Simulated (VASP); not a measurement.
Here is the system:

```xyz
2
Lattice="3.9573 -2.1550 0.0000 3.9573 2.1550 0.0000 2.7838 0.0000 3.5433" Properties=species:S:1:pos:R:3 pbc="T T T"
Sb     2.4981     0.0000     0.8274
Sb     8.2004     0.0000     2.7159
```

These are PBE GGA, VASP's PBE PAW potentials (set 64) (plane waves; VASP) values and carry that method's errors. Numerical set-up: 400 eV cut-off, 8×8×8 Γ-centred mesh, first-order Methfessel-Paxton smearing of 0.10 eV, potentials Sb.

Question: Which forces act on the atoms, in eV/Å?

Answer: 
| atom | Fx | Fy | Fz |
|---|---|---|---|
| Sb1 | 0.177 | 0.000 | 0.059 |
| Sb2 | -0.177 | 0.000 | -0.059 |

Question: Give the stress tensor in GPa (positive for a compressed cell).

Answer: 
```
 2.33   0.00  -0.21
 0.00   2.97   0.00
-0.21   0.00   2.90
```
The pressure is its mean diagonal, 2.73 GPa.

The compound is Sb in the a7 structure. The cell was not relaxed at this level.
